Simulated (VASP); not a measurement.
Sn3P2:

```
CELL_PARAMETERS angstrom
6.19000 0.00000 0.00000
0.00000 6.19000 0.00000
0.00000 0.00000 6.19000
ATOMIC_POSITIONS crystal
Sn 0.00000 0.50000 0.50000
Sn 0.50000 0.00000 0.50000
Sn 0.00000 0.00000 0.50000
Sn 0.50000 0.50000 0.00000
Sn 0.00000 0.50000 0.00000
Sn 0.50000 0.00000 0.00000
P 0.25000 0.25000 0.25000
P 0.75000 0.25000 0.75000
P 0.25000 0.75000 0.75000
P 0.75000 0.75000 0.25000
```

The cell was built by a generator and needn't be a form met in nature.

```yaml
Program: VASP 6.6.1
Task: relaxation of cell and atoms
Functional: PBE
Potentials_or_basis: VASP PAW PBE potentials, release 64 (Sn_d, P)
Cutoff: 520 eV
k_mesh: 3 × 3 × 3
Occupations: gaussian, width 0.15 eV
Spin: no spin polarisation
```

At the start: pressure 12.7 GPa; volume 23.72 Å³/atom.

Question: Where does the relaxation end?

Answer: Over 3 steps the energy falls by 172.3 meV/atom and the volume is 28.83 Å³/atom (+21.5 %); space group Pn-3m (No. 224, to 0.05 Å).

The path:
```
step  energy change (eV)  largest force (eV/Å)  pressure (GPa)  volume (Å³)
   1              0.0000                0.0000           12.71       237.18
   2             -1.5908                0.0000           -2.47       307.82
   3             -1.7235                0.0000           -0.09       288.27
```

Final structure:
```cif
data_structure
_symmetry_space_group_name_H-M 'P 1'
_symmetry_Int_Tables_number 1
_cell_length_a 6.6059
_cell_length_b 6.6059
_cell_length_c 6.6059
_cell_angle_alpha 90.000
_cell_angle_beta 90.000
_cell_angle_gamma 90.000
_cell_volume 288.27
loop_
_atom_site_label
_atom_site_type_symbol
_atom_site_fract_x
_atom_site_fract_y
_atom_site_fract_z
_atom_site_occupancy
Sn1 Sn 0.00000 0.50000 0.50000 1
Sn2 Sn 0.50000 0.00000 0.50000 1
Sn3 Sn 0.00000 0.00000 0.50000 1
Sn4 Sn 0.50000 0.50000 0.00000 1
Sn5 Sn 0.00000 0.50000 0.00000 1
Sn6 Sn 0.50000 0.00000 0.00000 1
P1 P 0.25000 0.25000 0.25000 1
P2 P 0.75000 0.25000 0.75000 1
P3 P 0.25000 0.75000 0.75000 1
P4 P 0.75000 0.75000 0.25000 1
```

Caveat: the volume moved by over 15 % at a fixed basis, so the end points are rough.
